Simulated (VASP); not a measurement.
## What spin-orbit coupling changes in YRh

Aim: run bands, DOS and a relaxation of YRh twice, without and with spin-orbit coupling. All runs use PBEsol. Left out of this account: 1 further run (self-consistent run: a reference on another mesh). The start is a cell from a database of measured crystal structures.

Calculated with VASP 6.6.1; PBEsol; plane waves and PAW (Y_sv, Rh_pv), in the first sound run; inputs show where later runs differ.

Most raw output is cut from this account.

## Step 1: The starting structure

Symmetry: Pm-3m, No. 221, cubic system. Conventional cell: a = 3.407 Å, b = 3.407 Å, c = 3.407 Å, α = 90.00°, β = 90.00°, γ = 90.00°. Nearest to Y lie 8 Rh at 2.95 Å. Nearest to Rh lie 8 Y at 2.95 Å. Farther neighbours are not listed.

Coordinates:

```cif
data_structure
_symmetry_space_group_name_H-M 'Pm-3m'
_symmetry_Int_Tables_number 221
_cell_length_a 3.4070
_cell_length_b 3.4070
_cell_length_c 3.4070
_cell_angle_alpha 90.000
_cell_angle_beta 90.000
_cell_angle_gamma 90.000
_cell_volume 39.55
loop_
_atom_site_label
_atom_site_type_symbol
_atom_site_symmetry_multiplicity
_atom_site_Wyckoff_symbol
_atom_site_fract_x
_atom_site_fract_y
_atom_site_fract_z
_atom_site_occupancy
Y1 Y 1 b 0.50000 0.50000 0.50000 1
Rh1 Rh 1 a 0.00000 0.00000 0.00000 1
```

## Step 2: Bands along the symmetry lines (PBEsol)

The mesh alone shows little of the dispersion and can miss band extrema, so KPOINTS_OPT adds a path through the symmetry points after the self-consistent cycle. PBEsol restores the gradient expansion of exchange and is tuned for the cells of solids.

INCAR

```
SYSTEM = YRh
PREC = Accurate
ENCUT = 400
EDIFF = 1E-06
NELM = 100
ISMEAR = -1
SIGMA = 0.05
LREAL = .FALSE.
ALGO = Normal
GGA = PS
NBANDS = 25
LASPH = .TRUE.
LORBIT = 11
LWAVE = .FALSE.
LCHARG = .FALSE.
KPAR = 2
```

POSCAR

```
YRh
1.0
    3.4070000000      0.0000000000      0.0000000000
    0.0000000000      3.4070000000      0.0000000000
    0.0000000000      0.0000000000      3.4070000000
Y Rh
1 1
Direct
    0.5000000000      0.5000000000      0.5000000000
    0.0000000000      0.0000000000      0.0000000000
```

KPOINTS

```
Automatic mesh
0
Gamma
10 10 10
0 0 0
```

KPOINTS_OPT

```
Line mode
16
Line-mode
Reciprocal
  0.00000000   0.00000000   0.00000000 GAMMA
  0.00000000   0.50000000   0.00000000 X

  0.00000000   0.50000000   0.00000000 X
  0.50000000   0.50000000   0.00000000 M

  0.50000000   0.50000000   0.00000000 M
  0.00000000   0.00000000   0.00000000 GAMMA

  0.00000000   0.00000000   0.00000000 GAMMA
  0.50000000   0.50000000   0.50000000 R

  0.50000000   0.50000000   0.50000000 R
  0.00000000   0.50000000   0.00000000 X

  0.50000000   0.50000000   0.00000000 M
  0.50000000   0.50000000   0.50000000 R
```

PAW data sets: Y_sv and Rh_pv (PBE family, release 64).

On the command line:

```
$ mpirun -np 2 vasp_std
```

Wall time 34 s (2 MPI ranks of AMD EPYC 7R43, shared host); peak memory 0.3 GiB.

Spin-orbit coupling is off here; it would split degenerate levels. The PAW data sets were made with PBE, which is usual practice but a small mismatch for other functionals. At this level the cell is under a tension of 3.1 GPa, so at these settings it is away from equilibrium.

Numbers from this step:

- SCF cycles: 13
- electrons: 26
- bands: 25
- irreducible k-points: 56
- symmetry operations: 48
- free energy (TOTEN): -16.56 eV
- energy at zero smearing: -16.55 eV
- Fermi energy: 6.568 eV
- pressure: -3.072 GPa
- metallic: yes

Electronic bands along the path, in eV, zero at the Fermi level; # counts the bands kept:

```
          point     #3     #4     #5     #6     #7     #8    #9   #10
              Γ  -3.89  -1.65  -1.65  -1.65   2.24   2.24  5.97  5.97
0.47 of the way  -3.29  -1.73  -1.73  -1.50   1.49   2.23  3.73  3.73
              X  -2.49  -1.79  -1.79  -1.31   0.41   0.43  2.36  2.36
0.47 of the way  -2.18  -2.14  -2.02  -0.44   0.08   1.68  2.75  3.71
              M  -2.61  -2.61  -0.67   0.24   1.82   1.82  2.92  5.42
0.53 of the way  -2.74  -2.09  -1.80  -1.55   1.76   2.24  2.31  3.54
              Γ  -3.89  -1.65  -1.65  -1.65   2.24   2.24  5.97  5.97
0.53 of the way  -2.43  -2.40  -2.28  -2.28   1.96   1.96  3.62  3.62
              R  -2.40  -1.00  -1.00  -1.00  -0.62  -0.62  4.95  6.91
0.47 of the way  -2.42  -2.34  -1.94  -0.25  -0.03   1.44  3.29  5.11
              X  -2.49  -1.79  -1.79  -1.31   0.41   0.43  2.36  2.36
      jump to M  -2.61  -2.61  -0.67   0.24   1.82   1.82  2.92  5.42
0.47 of the way  -2.59  -2.59  -0.65   0.22   0.35   0.35  3.95  6.81
              R  -2.40  -1.00  -1.00  -1.00  -0.62  -0.62  4.95  6.91
```

Of the projections kept (Y, Rh), the largest for each band there; the rest of the weight can lie on other orbitals:

```
point       #3       #4       #5       #6       #7       #8       #9     #10
    Γ  Rh 0.77  Rh 0.92  Rh 0.92  Rh 0.92   Y 0.65   Y 0.65   Y 0.89  Y 0.89
    X   Y 0.77  Rh 0.93  Rh 0.93  Rh 0.98   Y 1.00  Rh 0.82   Y 0.91  Y 0.91
    M  Rh 0.83  Rh 0.83  Rh 1.00  Rh 0.79   Y 0.75   Y 0.75   Y 0.65  Y 0.75
    Γ  Rh 0.77  Rh 0.92  Rh 0.92  Rh 0.92   Y 0.65   Y 0.65   Y 0.89  Y 0.89
    R  Rh 0.84   Y 0.79   Y 0.79   Y 0.79  Rh 1.00  Rh 1.00  Rh 0.80  Y 1.00
    X   Y 0.77  Rh 0.93  Rh 0.93  Rh 0.98   Y 1.00  Rh 0.82   Y 0.91  Y 0.91
```

There is no gap at this level.

## Step 3: Band structure (PBEsol + SOC)

This step: PBEsol, spin-orbit coupling; plane waves and PAW (Y_sv, Rh_pv) (VASP 6.6.1).

Levels along the symmetry lines show where the bands peak and cross; KPOINTS_OPT computes them in the converged potential. Spin-orbit coupling needs spinors and the noncollinear program, where each band holds one electron.

INCAR: that of step 2 with these lines changed.

```diff
@@ -10,4 +10,9 @@
 GGA = PS
-NBANDS = 25
+LNONCOLLINEAR = .TRUE.
+MAGMOM = 0 0 0 0 0 0
+NBANDS = 38
+GGA_COMPAT = .FALSE.
 LASPH = .TRUE.
+LSORBIT = .TRUE.
+LMAXMIX = 4
 LORBIT = 11
```

POSCAR is that of step 2.

KPOINTS is that of step 2.

KPOINTS_OPT is that of step 2.

On the command line:

```
$ mpirun -np 2 vasp_ncl
```

Wall time 2.1 min (2 MPI ranks); peak memory 0.55 GiB.

Numbers from this step:

* SCF cycles: 14
* bands: 38
* free energy (TOTEN): -16.76 eV
* energy at zero smearing: -16.76 eV
* Fermi energy: 6.569 eV
* pressure: -3.080 GPa

On-site spin-orbit energy by atom:

```
atom  on-site spin-orbit energy (eV)
  Y1                          -0.101
 Rh2                          -0.310
```

The electronic bands at the labelled points (eV, zero at the Fermi level; # counts the bands kept):

```
          point     #9    #10    #11    #12    #13    #14    #15    #16
              Γ  -1.73  -1.73  -1.50  -1.50   2.24   2.24   2.24   2.24
0.47 of the way  -1.71  -1.71  -1.45  -1.45   1.49   1.49   2.23   2.23
              X  -1.73  -1.73  -1.28  -1.28   0.41   0.41   0.44   0.44
0.47 of the way  -1.96  -1.96  -0.45  -0.45   0.09   0.09   1.68   1.68
              M  -0.67  -0.67   0.25   0.25   1.81   1.81   1.83   1.83
0.53 of the way  -1.84  -1.84  -1.50  -1.50   1.76   1.76   2.23   2.23
              Γ  -1.73  -1.73  -1.50  -1.50   2.24   2.24   2.24   2.24
0.53 of the way  -2.26  -2.26  -2.19  -2.19   1.92   1.92   2.01   2.01
              R  -0.93  -0.93  -0.93  -0.93  -0.61  -0.61  -0.61  -0.61
0.47 of the way  -1.93  -1.93  -0.25  -0.25  -0.03  -0.03   1.44   1.44
              X  -1.73  -1.73  -1.28  -1.28   0.41   0.41   0.44   0.44
      jump to M  -0.67  -0.67   0.25   0.25   1.81   1.81   1.83   1.83
0.47 of the way  -0.65  -0.65   0.18   0.18   0.35   0.35   0.39   0.39
              R  -0.93  -0.93  -0.93  -0.93  -0.61  -0.61  -0.61  -0.61
```

Of the projections kept (Y, Rh), the largest for each band there; the rest of the weight can lie on other orbitals:

```
point       #9      #10      #11      #12      #13      #14      #15      #16
    Γ  Rh 0.92  Rh 0.92  Rh 0.92  Rh 0.92   Y 0.65   Y 0.65   Y 0.65   Y 0.65
    X  Rh 0.94  Rh 0.94  Rh 0.98  Rh 0.98   Y 1.00   Y 1.00  Rh 0.82  Rh 0.82
    M  Rh 1.00  Rh 1.00  Rh 0.78  Rh 0.78   Y 0.73   Y 0.73   Y 0.76   Y 0.76
    Γ  Rh 0.92  Rh 0.92  Rh 0.92  Rh 0.92   Y 0.65   Y 0.65   Y 0.65   Y 0.65
    R   Y 0.80   Y 0.80   Y 0.80   Y 0.80  Rh 1.00  Rh 1.00  Rh 1.00  Rh 1.00
    X  Rh 0.94  Rh 0.94  Rh 0.98  Rh 0.98   Y 1.00   Y 1.00  Rh 0.82  Rh 0.82
```

There is no gap at this level. Without the coupling there was no gap either. The run took 3.7 times the core time, with 38 spinor bands against 25.

Of the bands kept, 6 cross the Fermi level on this path (spinor bands, one electron each).

## Step 4: Total and projected DOS (PBEsol)

This step: PBEsol; plane waves and PAW (Y_sv, Rh_pv) (VASP 6.6.1).

Here the states are counted by energy and projected on the atoms.

INCAR

```
SYSTEM = YRh
PREC = Accurate
ENCUT = 400
EDIFF = 1E-06
NELM = 100
ISMEAR = -5
SIGMA = 0.05
LREAL = .FALSE.
ALGO = Normal
GGA = PS
NBANDS = 25
LASPH = .TRUE.
LORBIT = 11
LWAVE = .FALSE.
LCHARG = .FALSE.
KPAR = 2
NEDOS = 2001
```

POSCAR is that of step 3.

KPOINTS is that of step 3.

On the command line:

```
$ mpirun -np 2 vasp_std
```

The job ended after 23 s (2 MPI ranks; peak memory 0.27 GiB).

With tetrahedra the forces and stress of a metal are not exact derivatives of the energy.

Numbers from this step:

* SCF cycles: 15
* bands: 25
* free energy (TOTEN): -16.56 eV
* Fermi energy: 6.547 eV
* pressure: -3.073 GPa
* DOS at the Fermi level: 0.7899 states/eV/cell

The density of states has structure finer than the step of the table below, so its rows give means over 0.5 eV, whole bins alone (the curve runs from -12.0 to 7.95 eV). Peaks (eV: height): total -2.40: 8.59, -2.12: 5.32, -1.83: 7.67, -1.48: 5.08; Rh d -2.40: 6.22, -2.12: 4.05, -1.83: 5.90, -1.48: 3.94; Y d 1.85: 1.34, 2.63: 1.55, 5.18: 3.34, 7.03: 1.21; Y p -2.47: 0.340, -1.83: 0.376, 2.13: 0.337, 2.63: 0.287; Rh s -3.68: 0.218, -1.83: 0.102, 5.89: 0.0561.

States under -12.0 eV and over 7.9 eV are left out. The density of states by energy, zero at the Fermi level; means over each step; values in states/eV/cell:

```
energy (eV)    total     Rh d      Y d      Y p     Rh s     Rh p      Y s
       -6.5        0        0        0        0        0        0        0
       -6.0  0.00407        0        0   5.8e-5  0.00100   5.5e-6   9.1e-4
       -5.5   0.0884   3.0e-4   1.5e-4  0.00273   0.0211   6.5e-4   0.0190
       -5.0    0.172  0.00271  0.00123  0.00950   0.0392  0.00235   0.0348
       -4.5    0.270   0.0126  0.00476   0.0207   0.0567  0.00498   0.0489
       -4.0    0.773    0.180   0.0712   0.0494    0.117  0.00995   0.0722
       -3.5     2.92     1.33    0.318    0.126    0.199   0.0258    0.145
       -3.0     4.02     2.36    0.394    0.126   0.0909   0.0423    0.129
       -2.5     4.96     3.42    0.496    0.206   0.0368   0.0454   0.0349
       -2.0     4.93     3.74    0.319    0.226   0.0464   0.0317  0.00834
       -1.5     3.39     2.44    0.168    0.184   0.0677   0.0569   0.0268
       -1.0     1.30    0.636    0.135    0.118   0.0512   0.0625   0.0297
       -0.5    0.811    0.282    0.135   0.0846   0.0501   0.0510   0.0186
        0.0    0.816    0.376    0.133   0.0615   0.0613   0.0347  0.00734
        0.5     1.15    0.434    0.241    0.112   0.0661   0.0654   0.0198
        1.0     1.69    0.451    0.528    0.168   0.0515    0.111   0.0355
        1.5     1.91    0.431    0.789    0.156   0.0309    0.105   0.0253
        2.0     2.61    0.564     1.17    0.280   0.0158    0.125   0.0105
        2.5     1.93    0.254     1.05    0.165  0.00559    0.100  0.00675
        3.0     1.59    0.173    0.964   0.0769  0.00556   0.0665   0.0149
        3.5     1.43    0.130    0.895   0.0725  0.00329   0.0710   0.0153
        4.0     1.06    0.120    0.643   0.0715  0.00230   0.0495   0.0144
        4.5     1.02    0.140    0.623   0.0723  0.00277   0.0374   0.0133
        5.0     2.20    0.290     1.52   0.0980  0.00656   0.0369   0.0172
        5.5     2.04    0.293     1.37    0.132   0.0232   0.0290   0.0164
        6.0    0.557   0.0706    0.264   0.0915   0.0376   0.0207   0.0119
        6.5    0.523   0.0371    0.223   0.0866   0.0441   0.0339   0.0236
        7.0     1.47   0.0294    0.939    0.145   0.0230   0.0995   0.0748
        7.5     1.02   0.0485    0.532    0.197   0.0231   0.0892   0.0408
```

Of the states within 0.3 eV of the Fermi level, the largest shares in the PAW spheres are Rh d 45 %, Y d 16 % and Y p 8 %. The rest lies in smaller channels or between the spheres.

## Step 5: Density of states (PBEsol + SOC)

This step: PBEsol, spin-orbit coupling; plane waves and PAW (Y_sv, Rh_pv) (VASP 6.6.1).

INCAR: that of step 4 with these lines changed.

```diff
@@ -10,4 +10,9 @@
 GGA = PS
-NBANDS = 25
+LNONCOLLINEAR = .TRUE.
+MAGMOM = 0 0 0 0 0 0
+NBANDS = 38
+GGA_COMPAT = .FALSE.
 LASPH = .TRUE.
+LSORBIT = .TRUE.
+LMAXMIX = 4
 LORBIT = 11
```

POSCAR is that of step 4.

KPOINTS is that of step 4.

On the command line:

```
$ mpirun -np 2 vasp_ncl
```

Run time: 73 s. Hardware: 2 MPI ranks; peak memory 0.48 GiB; 2.4 min of CPU time.

This step gave:

* SCF cycles: 14
* bands: 38
* free energy (TOTEN): -16.77 eV
* Fermi energy: 6.550 eV
* pressure: -3.055 GPa
* DOS at the Fermi level: 0.7800 states/eV/cell

On-site spin-orbit energy by atom:

```
atom  on-site spin-orbit energy (eV)
  Y1                          -0.101
 Rh2                          -0.312
```

The density of states has structure finer than the step of the table below, so its rows give means over 0.5 eV, whole bins alone (the curve runs from -12.0 to 2.41 eV). Peaks (eV: height): total -3.15: 5.02, -2.47: 8.07, -1.80: 7.24, -1.42: 4.93; Rh d -3.15: 2.90, -2.47: 5.71, -1.80: 5.52, -1.42: 3.73; Y d -3.15: 0.488, -2.47: 0.807, 1.84: 1.32; Y p -2.47: 0.344, -1.80: 0.358, -1.42: 0.221, 2.12: 0.333; Rh s -3.72: 0.219, -2.47: 0.0647, -1.80: 0.0954.

States under -12.0 eV and over 2.4 eV are left out. Density of states against energy, zero at the Fermi level; means over each step; values in states/eV/cell:

```
energy (eV)    total     Rh d      Y d      Y p     Rh s     Rh p      Y s
       -6.5        0        0        0        0        0        0        0
       -6.0  0.00490        0        0   7.4e-5  0.00119   1.6e-5  0.00109
       -5.5   0.0881   3.0e-4   1.7e-4  0.00267   0.0210   6.8e-4   0.0190
       -5.0    0.172  0.00273  0.00129  0.00953   0.0391  0.00236   0.0347
       -4.5    0.271   0.0132  0.00489   0.0208   0.0568  0.00497   0.0490
       -4.0    0.822    0.206   0.0773   0.0508    0.119   0.0102   0.0738
       -3.5     3.04     1.42    0.325    0.127    0.196   0.0267    0.148
       -3.0     3.92     2.34    0.376    0.121   0.0828   0.0420    0.122
       -2.5     4.86     3.34    0.480    0.212   0.0455   0.0430   0.0359
       -2.0     4.83     3.64    0.323    0.222   0.0462   0.0331   0.0105
       -1.5     3.38     2.43    0.175    0.185   0.0643   0.0559   0.0255
       -1.0     1.33    0.667    0.135    0.119   0.0514   0.0622   0.0300
       -0.5    0.819    0.290    0.134   0.0845   0.0504   0.0508   0.0187
        0.0    0.799    0.363    0.132   0.0615   0.0589   0.0350  0.00749
        0.5     1.16    0.431    0.246    0.111   0.0653   0.0658   0.0193
        1.0     1.69    0.453    0.527    0.167   0.0518    0.111   0.0350
        1.5     1.91    0.433    0.785    0.156   0.0314    0.105   0.0253
        2.0     2.57    0.555     1.15    0.276   0.0156    0.125   0.0104
```

The DOS at the Fermi level goes from 0.790 to 0.780 states/eV/cell, a number that is sensitive to the mesh. The run took 3.2 times the core time, with 38 spinor bands against 25. Of the states within 0.3 eV of the Fermi level, the largest shares in the PAW spheres are Rh d 45 %, Y d 16 % and Y p 8 %. The rest lies in smaller channels or between the spheres.

## Step 6: Full relaxation (PBEsol)

This step: PBEsol; plane waves and PAW (Y_sv, Rh_pv) (VASP 6.6.1).

Last, the cell itself: ISIF = 3 frees volume, shape and positions, first without the coupling.

INCAR

```
SYSTEM = YRh
PREC = Accurate
ENCUT = 400
EDIFF = 1E-06
NELM = 100
ISMEAR = -1
SIGMA = 0.05
LREAL = .FALSE.
ALGO = Normal
GGA = PS
NBANDS = 19
LASPH = .TRUE.
LORBIT = 11
LWAVE = .FALSE.
LCHARG = .FALSE.
KPAR = 2
IBRION = 2
NSW = 60
ISIF = 3
EDIFFG = -0.01
```

POSCAR is that of step 5.

KPOINTS is that of step 5.

On the command line:

```
$ mpirun -np 2 vasp_std
```

Elapsed: 51 s, on 2 MPI ranks; peak memory 0.29 GiB; 98 s of CPU time.

The run keeps the 48 symmetry operations of its start, so it cannot find a distortion of lower symmetry.

Step by step:

```
step  energy less that of the first step (eV)  largest force (eV/Å)  pressure (GPa)  volume (Å³)
   1                                   0.0000                0.0000           -3.08        39.55
   2                                   0.0037                0.0000            3.96        37.41
   3                                  -0.0099                0.0000           -0.05        38.55
```

```
conventional cell, symmetrised  before  after  change
                         a (Å)   3.407  3.378  -0.9 %
                         b (Å)   3.407  3.378  -0.9 %
                         c (Å)   3.407  3.378  -0.9 %
              volume (Å³/atom)   19.77  19.27  -2.5 %
```

The relaxed structure:

```xyz
2
Lattice="3.3780 0.0000 0.0000 0.0000 3.3780 0.0000 0.0000 0.0000 3.3780" Properties=species:S:1:pos:R:3 pbc="T T T"
Y     1.6890    1.6890    1.6890
Rh    0.0000    0.0000    0.0000
```

This step gave:

| Property | Result |
| --- | --- |
| bands | 19 |
| free energy (TOTEN) | -16.57 eV |
| energy at zero smearing | -16.56 eV |
| Fermi energy | 6.835 eV |
| pressure | -0.05080 GPa |
| SCF cycles over all ionic steps | 33 |

It ends with forces that vanish by symmetry and a pressure of -0.05 GPa.

## Step 7: Full relaxation (PBEsol + SOC)

This step: PBEsol, spin-orbit coupling; plane waves and PAW (Y_sv, Rh_pv) (VASP 6.6.1).

The same relaxation with spinors and spin-orbit coupling.

INCAR: that of step 6 with these lines changed.

```diff
@@ -10,4 +10,9 @@
 GGA = PS
-NBANDS = 19
+LNONCOLLINEAR = .TRUE.
+MAGMOM = 0 0 0 0 0 0
+NBANDS = 38
+GGA_COMPAT = .FALSE.
 LASPH = .TRUE.
+LSORBIT = .TRUE.
+LMAXMIX = 4
 LORBIT = 11
```

POSCAR is that of step 6.

KPOINTS is that of step 6.

On the command line:

```
$ mpirun -np 2 vasp_ncl
```

It took 3.1 min on 2 MPI ranks; peak memory 0.49 GiB; 6 min of CPU time.

The steps of the relaxation:

```
step  energy less that of the first step (eV)  largest force (eV/Å)  pressure (GPa)  volume (Å³)
   1                                   0.0000                0.0000           -3.08        39.55
   2                                   0.0043                0.0000            4.01        37.41
   3                                  -0.0096                0.0000           -0.04        38.56
```

```
conventional cell, symmetrised  before  after  change
                         a (Å)   3.407  3.378  -0.8 %
                         b (Å)   3.407  3.378  -0.8 %
                         c (Å)   3.407  3.378  -0.8 %
              volume (Å³/atom)   19.77  19.28  -2.5 %
```

The relaxed structure:

```xyz
2
Lattice="3.3785 0.0000 0.0000 0.0000 3.3785 0.0000 0.0000 0.0000 3.3785" Properties=species:S:1:pos:R:3 pbc="T T T"
Y     1.6892    1.6892    1.6892
Rh    0.0000    0.0000    0.0000
```

This step gave:

* bands: 38
* free energy (TOTEN): -16.77 eV
* energy at zero smearing: -16.77 eV
* Fermi energy: 6.831 eV
* pressure: -0.04267 GPa
* SCF cycles over all ionic steps: 36

On-site spin-orbit energy by atom:

```
atom  on-site spin-orbit energy (eV)
  Y1                          -0.102
 Rh2                          -0.309
```

The cell ends at 19.28 Å³/atom, under 0.05 % from the run without the coupling. The run took 3.6 times the core time, with 38 spinor bands against 19.

The cell shrank by 2.5 % in volume.

## Step 8: Side by side

| quantity | without | with spin-orbit coupling |
| --- | --- | --- |
| gap (eV) | none | none |
| core minutes, bands | 1.1 | 4.2 |
| DOS at the Fermi level (states/eV/cell) | 0.790 | 0.780 |
| core minutes, DOS | 0.77 | 2.4 |
| relaxed volume (Å³/atom) | 19.27 | 19.28 |
| core minutes, relaxation | 1.7 | 6.2 |

## Step 9: Outcome

```yaml
gap_ev_without_with: none → none
dos_at_the_fermi_level_states_ev_cell_without_with: 0.790 → 0.780
relaxed_volume_a3_atom_without_with: 19.27 → 19.28
```

YRh has no gap with or without spin-orbit coupling. The relaxed volume moves by under 0.05 %. The spinor runs cost 3.2 to 3.7 times as much, on a shared host.

[Lines on the potential files, build, host, timing and source positions are cut from VASP's logs without a mark.]

[Logs are printed without paths, hosts, clocks, repeated set-up lines and the standing remarks that a program may print on its own settings, such as how far it seeks lower states.]

[Hosts, paths, dates, database ids (printed as entryN), source tags and the programs' standing remarks are cut or masked in the printed files.]

[A measured line is paired with the nearest computed mode of its activity, which favours agreement.]

[In band tables of VASP the shares of atoms and orbitals are scaled to a sum of 1 inside the atoms' spheres.]
